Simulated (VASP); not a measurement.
Input:

```
CELL_PARAMETERS angstrom
      0.00000     1.80500     1.80500
      1.80500     0.00000     1.80500
      1.80500     1.80500     0.00000
ATOMIC_POSITIONS crystal
  Cu 0.00000 0.00000 0.00000
```

All values below come from PBE GGA, VASP's PBE PAW potentials (set 64) (plane waves; VASP). Settings: 300 eV cut-off, 21×21×21 Γ-centred mesh, Gaussian smearing of 0.20 eV, potentials Cu.

**Question.** Give the energies of bands 1 to 7 at the high-symmetry points, in eV from the Fermi level.

**Answer.** 
```
band      Γ      X      U      L      W
----  -----  -----  -----  -----  -----
1     -9.41  -4.93  -4.36  -5.13  -4.20
2     -3.07  -4.47  -4.12  -3.11  -3.58
3     -3.07  -1.69  -2.81  -3.11  -3.58
4     -3.07  -1.53  -2.11  -1.68  -2.29
5     -2.25  -1.53  -1.73  -1.68  -1.53
6     -2.25   1.46   4.31  -1.05   6.19
7     22.61   7.11   5.71   3.74   6.19
```

It has no gap at this level: it comes out as a metal or semimetal.

The structure is a typed Cu crystal (Fm-3m). The cell was not relaxed at this level.
